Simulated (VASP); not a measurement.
Input:

```yaml
crystal:
  lattice:
    - [2.98691, 0.00000, 0.00000]
    - [-1.49345, 2.58674, 0.00000]
    - [0.00000, 0.00000, 5.41581]
  atoms:
    - { symbol: Pd, position: [0.00000, 0.00000, 0.00000] }
    - { symbol: Pd, position: [0.00000, 0.00000, 0.50000] }
    - { symbol: C, position: [0.33333, 0.66667, 0.25000] }
    - { symbol: C, position: [0.66667, 0.33333, 0.75000] }
```

All values below come from PBEsol GGA, VASP's PBE PAW potentials (set 64) (plane waves; VASP 6.6.1). Run with 520 eV cut-off, Gaussian smearing of 0.050 eV, potentials Pd C.

Give the energies of bands 4 to 17 at the high-symmetry points, in eV from the Fermi level.

```tsv
band	Γ	M	K	A	L	H
4	-5.83	-6.82	-6.66	-6.00	-6.97	-6.71
5	-5.83	-6.09	-6.66	-4.99	-5.30	-5.69
6	-5.79	-5.56	-5.61	-4.99	-5.30	-5.69
7	-3.88	-4.17	-5.61	-4.99	-5.00	-5.25
8	-3.88	-3.77	-3.09	-4.99	-5.00	-5.25
9	-3.85	-2.98	-3.09	-3.30	-3.66	-3.51
10	-3.85	-2.74	-2.54	-3.30	-3.66	-3.51
11	-2.38	-2.20	-2.00	-3.30	-2.08	-1.43
12	-2.38	-1.96	-2.00	-3.30	-2.08	-1.43
13	-0.26	-1.28	-1.78	-1.15	-0.94	-0.59
14	-0.25	-0.97	-1.46	-1.15	-0.94	-0.59
15	0.74	-0.86	1.93	2.90	2.18	-0.16
16	0.74	1.77	1.93	2.90	2.18	-0.16
17	4.59	4.01	2.48	2.90	3.35	4.27
```

It has no gap at this level: it comes out as a metal or semimetal.

The structure was generated: PdC was put into the NiAs type type (P6_3/mmc), which need not be its known phase. It was relaxed first, which changed the volume by -14 %.
